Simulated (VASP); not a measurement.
# Bi9Sb7 (Cm) in VASP: a series of runs, part 2 of 2

VASP 6.6.1. The steps go on from the part before.

## Step 3: Relaxation of cell and atoms, PBE+D3(BJ)

This run uses another cell than the first one, of 32.64 Å³/atom, 0.993 times its volume.

Contents of INCAR:

```
SYSTEM = Bi9Sb7
ALGO     = Normal         ! electronic algorithm
EDIFF    = 1E-7           ! SCF threshold, eV
EDIFFG   = -0.005         ! ionic threshold
ENCUT    = 600            ! plane-wave cutoff, eV
GGA      = PE             ! functional
IBRION   = 2              ! ionic algorithm
ISIF     = 3              ! what is computed and relaxed
ISMEAR   = 0              ! smearing method
IVDW     = 12             ! dispersion correction
LASPH    = .True.         ! aspherical terms in the spheres
LCHARG   = .False.        ! write CHGCAR
LREAL    = .False.        ! projectors in reciprocal space
LUSENCCL = .False.      
LWAVE    = .False.        ! write WAVECAR
NELM     = 80             ! most SCF steps
NSW      = 90             ! ionic steps
PREC     = Accurate       ! precision mode
SIGMA    = 0.03           ! smearing width, eV
```

Contents of KPOINTS:

```
k-points
0
Gamma
  4 4 4
  0 0 0
```

Contents of POSCAR:

```
Bi9Sb7                                  
1.0
    8.8965791356      0.0004712418      0.0024230405
    4.4478814604     -7.7039566807     -0.0000000000
    4.4461093016     -2.5690087166     -7.6177124122
  Bi              Sb            
     9     7
Direct
     0.1100329765547072    0.6197137061855686    0.1505396110741335
     0.1158254089920077    0.1169771908851192    0.1502202092377425
     0.1148806578079744    0.6170115048458529    0.6432724849296300
     0.1148806578079841    0.1248353524165203    0.6432724849296313
     0.6212845977237167    0.1192128061143122    0.6402897900476563
     0.3901738140759361    0.3796884599785211    0.3504492659670429
     0.3860446014374627    0.8746029966048882    0.8538590297939274
     0.3860446014374768    0.3854933721637321    0.8538590297939290
     0.8797653318484152    0.8802085940155773    0.8598174801204338
     0.6200059106072444    0.6204930882911563    0.1499584259788976
     0.6200059106072320    0.1095425751227097    0.1499584259788963
     0.6261989219457894    0.6154426855586379    0.6429157069369417
     0.3896017744860151    0.8800009066240637    0.3503964122658814
     0.8748690114654303    0.8858055320179624    0.3543688434950306
     0.8748690114654328    0.3849566130215672    0.3543688434950312
     0.8755168117371753    0.3860146161538106    0.8524539559551944
```

Potentials or basis: VASP PAW PBE potentials, release 64 (Bi_d, Sb).

On the command line:

```
$ cat potpaw_PBE.64/Bi_d/POTCAR potpaw_PBE.64/Sb/POTCAR > POTCAR
$ mpirun -np 1 vasp_std > vasp.out
```

OUTCAR:

```text
SYSTEM = Bi9Sb7
   EDIFF = 1E-7
   EDIFFG = -0.005
   ENCUT = 600
   GGA = PE
   IBRION = 2
   ISIF = 3
   ISMEAR = 0
   IVDW = 12
   LASPH = .True.
   LREAL = .False.
   NELM = 80
   NSW = 90
   PREC = Accurate
 IVDW          = 12

 ion  position               nearest neighbor table
   1  0.110  0.620  0.151-  15 3.01  14 3.01   6 3.07   9 3.35   7 3.42   8 3.42
   2  0.116  0.117  0.150-  14 3.02  15 3.02  13 3.03  16 3.46   8 3.47   7 3.47
   3  0.115  0.617  0.643-  16 3.01   9 3.07   8 3.08  14 3.40   6 3.41  13 3.46
   4  0.115  0.125  0.643-  16 3.01   9 3.07   7 3.08  15 3.40   6 3.41  13 3.46
   5  0.621  0.119  0.640-   9 3.05   7 3.07   8 3.07  15 3.34  14 3.34   6 3.35
   6  0.390  0.380  0.350-  10 3.01  11 3.01   1 3.07   5 3.35   4 3.41   3 3.41
[... 8 lines left out ...]
  15  0.875  0.385  0.354-  10 2.94   1 3.01   2 3.02   5 3.34  12 3.34   4 3.40
  16  0.876  0.386  0.852-  12 2.93   3 3.01   4 3.01  11 3.43  10 3.43   2 3.46

  LATTYP: Found a base centered monoclinic cell.
 ALAT       =    15.4097990828
 B/A-ratio  =     0.5772796178
 C/A-ratio  =     0.5964418156
 COS(beta)  =    -0.5593873234

  Lattice vectors:

 A1 = (   4.4486976752,   7.7044279225,   0.0024230405)
 A2 = (   8.8965791356,   0.0004712418,   0.0024230405)
 A3 = (  -4.4504698340,  -2.5694799584,  -7.6201354527)

Analysis of symmetry for initial positions (statically):
=====================================================================
 Subroutine PRICEL returns:
 Original cell was already a primitive cell.

 Routine SETGRP: Setting up the symmetry group for a
 base centered monoclinic supercell.

 Subroutine GETGRP returns: Found  2 space group operations
 (whereof  1 operations were pure point group operations)
 out of a pool of  4 trial point group operations.

The static configuration has the point symmetry C_1 .
[... 236 lines left out ...]
    total drift:                                0.000361      0.000172      0.000163

  FREE ENERGIE OF THE ION-ELECTRON SYSTEM (eV)
  ---------------------------------------------------
  free  energy   TOTEN  =       -71.1391260323 eV

  energy  without entropy=      -71.1375383352  energy(sigma->0) =      -71.13833218

--------------------------------------- Ionic step        2  -------------------------------------------

 number of electron     170.0000001 magnetization

 Free energy of the ion-electron system (eV)
  ---------------------------------------------------
  ext. energy  EPLUGINS =         0.00000000
  ---------------------------------------------------
  free energy    TOTEN  =       -63.67742714 eV

  energy without entropy =      -63.67583975  energy(sigma->0) =      -63.67663344

 E-fermi :   6.8198     XC(G=0):  -9.5924

 val. band max:        6.8166519685   @ k =   0.5000   0.0000   0.2500
 cond. band min:       6.8212594165   @ k =   0.0000   0.5000   0.2500
 fundamental gap:      0.0046074480
 Fermi energy:         6.8197606714

 k-point     1 :       0.0000    0.0000    0.0000
  band No.  band energies     occupation
      1     -16.2424      2.00000
      2     -16.1802      2.00000
      3     -16.1474      2.00000
      4     -16.1371      2.00000
      5     -16.1043      2.00000
      6     -16.0991      2.00000
[... 2389 lines left out ...]
     96       8.8984      0.00000
     97       9.0092      0.00000
 [bands above 97 left out]

------------------------ aborting loop because EDIFF is reached ----------------------------------------

 Edisp (eV)   -7.46171

 E8    (eV) :    -3.6116

  FORCE on cell =-STRESS in cart. coord.  units (eV):
  Direction    XX          YY          ZZ          XY          YZ          ZX
  --------------------------------------------------------------------------------------
  -------------------------------------------------------------------------------------
  Total      -0.01899    -0.01054    -0.02928    -0.00732     0.00507     0.00877
  in kB      -0.05825    -0.03233    -0.08982    -0.02245     0.01554     0.02691
  external pressure =       -0.06 kB  Pullay stress =        0.00 kB

 VOLUME and BASIS-vectors are now :
 -----------------------------------------------------------------------------
  energy-cutoff  :      600.00
  volume of cell :      522.28
      direct lattice vectors                 reciprocal lattice vectors
     8.897503951  0.000691017  0.002042544     0.112375996  0.064880312  0.043718713
     4.448153537 -7.704427932  0.000000000     0.000000033 -0.129795471  0.043769418
     4.446833873 -2.568904552 -7.617929072     0.000030131  0.000017396 -0.131257550

 POSITION                                       TOTAL-FORCE (eV/Angst)
 -----------------------------------------------------------------------------------
      4.40487     -5.16127     -1.14661        -0.001931     -0.001115     -0.002298
      2.21887     -1.28708     -1.14391         0.000058      0.000034      0.002659
      6.62720     -6.40615     -4.90001        -0.000176      0.000250      0.001722
      4.43794     -2.61424     -4.90001         0.000128     -0.000278      0.001722
      8.90542     -2.56288     -4.87639         0.000201      0.000116     -0.000998
      6.71910     -3.82515     -2.66887         0.003019      0.001743      0.001725
[... 8 lines left out ...]
     11.07226     -3.87545     -2.69788        -0.001620      0.002463     -0.000702
     13.29772     -5.16327     -6.49220         0.000021      0.000012      0.000306
 -----------------------------------------------------------------------------------
    total drift:                                0.000298      0.000135     -0.000003

  FREE ENERGIE OF THE ION-ELECTRON SYSTEM (eV)
  ---------------------------------------------------
  free  energy   TOTEN  =       -71.1391350023 eV

  energy  without entropy=      -71.1375476109  energy(sigma->0) =      -71.13834131

 reached required accuracy - stopping structural energy minimisation
```

OSZICAR:

```text
N       E                     dE             d eps       ncg     rms          rms(c)
DAV:   1     0.213875129568E+04    0.21388E+04   -0.83418E+04  4944   0.193E+03
DAV:   2     0.239561822243E+03   -0.18992E+04   -0.18610E+04  5200   0.518E+02
DAV:   3    -0.419177247664E+02   -0.28148E+03   -0.27111E+03  5578   0.213E+02
DAV:   4    -0.626525034747E+02   -0.20735E+02   -0.20140E+02  5560   0.560E+01
[... 16 lines left out ...]
DAV:   4    -0.636774287387E+02    0.21446E-05   -0.68007E-06  5656   0.158E-02    0.171E-03
DAV:   5    -0.636774277158E+02    0.10229E-05   -0.50547E-07  5088   0.411E-03    0.917E-04
DAV:   6    -0.636774272678E+02    0.44806E-06   -0.94211E-08  2952   0.174E-03    0.398E-04
DAV:   7    -0.636774271525E+02    0.11527E-06   -0.28379E-08  2944   0.130E-03    0.130E-04
DAV:   8    -0.636774271397E+02    0.12776E-07   -0.12385E-08  2928   0.866E-04
   2 F= -.71139135E+02 E0= -.71138341E+02  d E =-.896997E-05
```

CONTCAR:

```text
Bi9Sb7
    1.000000000000000
     8.8975039507896252    0.0006910166921118    0.0020425440339223
     4.4481535373549974   -7.7044279318111784    0.0000000000002573
     4.4468338731029249   -2.5689045524545966   -7.6179290718951842
  Bi              Sb
     9     7
Direct
     0.1100085122030998    0.6197236709133799    0.1505441459701192
     0.1158315003370278    0.1169888780765558    0.1501907435098464
     0.1148826761097375    0.6170194622000800    0.6432510908088436
     0.1148826761097517    0.1248467708813176    0.6432510908088436
     0.6212854517631504    0.1192138453220836    0.6402868575926751
     0.3902092409700786    0.3796726132092408    0.3504455326114682
[... 8 lines left out ...]
     0.8748675573794846    0.3849316480719504    0.3543835604415433
     0.8755186387198198    0.3860101610475562    0.8524610391850534

  0.00000000E+00  0.00000000E+00  0.00000000E+00
  0.00000000E+00  0.00000000E+00  0.00000000E+00
  0.00000000E+00  0.00000000E+00  0.00000000E+00
  0.00000000E+00  0.00000000E+00  0.00000000E+00
  0.00000000E+00  0.00000000E+00  0.00000000E+00
  0.00000000E+00  0.00000000E+00  0.00000000E+00
[... 8 lines left out ...]
  0.00000000E+00  0.00000000E+00  0.00000000E+00
  0.00000000E+00  0.00000000E+00  0.00000000E+00
```

Run time: 13 min. Hardware: 1 × NVIDIA H100 80GB with 1 thread of AMD EPYC 7R13 (Zen 3), shared host; peak memory 2.3 GiB.

Results:

* Free energy: -71.1391 eV
* Relaxed volume: 32.64 Å³/atom
* Relaxed cell: a = 8.898 Å, b = 8.896 Å, c = 9.187 Å, α = 61.04°, β = 61.07°, γ = 60.00°
* Space group after relaxing (to 0.05 Å): Cm (No. 8)
* Energy gained by relaxing: 0.0 meV/atom
* Ionic steps: 2
* Pressure after relaxing: 0.0 GPa
* Largest force after relaxing: 0.005 eV/Å
* Band gap on the k mesh: none (metal or under the smearing width)
* Dispersion energy per atom: -0.466 eV

Forces in eV/Å, atoms in the order of the input:
```
Bi  -0.002 -0.001 -0.002
Bi   0.000  0.000  0.003
Bi   0.000  0.000  0.002
Bi   0.000  0.000  0.002
Bi   0.000  0.000 -0.001
Bi   0.003  0.002  0.002
Bi  -0.001  0.001 -0.001
Bi   0.000 -0.001 -0.001
Bi   0.001  0.000  0.000
Sb   0.001  0.001  0.002
Sb   0.001  0.001  0.002
Sb  -0.002 -0.001 -0.005
Sb  -0.001 -0.001  0.000
Sb   0.001 -0.003 -0.001
Sb  -0.002  0.002 -0.001
Sb   0.000  0.000  0.000
```

Final structure:
```
Bi Sb
1.0
     8.89750    0.00069    0.00204
     4.44815   -7.70443    0.00000
     4.44683   -2.56890   -7.61793
Bi Sb
9 7
Direct
  0.11001 0.61972 0.15054
  0.11583 0.11699 0.15019
  0.11488 0.61702 0.64325
  0.11488 0.12485 0.64325
  0.62129 0.11921 0.64029
  0.39021 0.37967 0.35045
  0.38604 0.87459 0.85387
  0.38604 0.38550 0.85387
  0.87977 0.88020 0.85983
  0.62002 0.62050 0.14994
  0.62002 0.10955 0.14994
  0.62617 0.61544 0.64295
  0.38959 0.88000 0.35041
  0.87487 0.88582 0.35438
  0.87487 0.38493 0.35438
  0.87552 0.38601 0.85246
```

Caveat: spin-orbit coupling is left out, which moves the levels of the heavy elements; pairwise dispersion overbinds metals, which lowers pressure and volume.
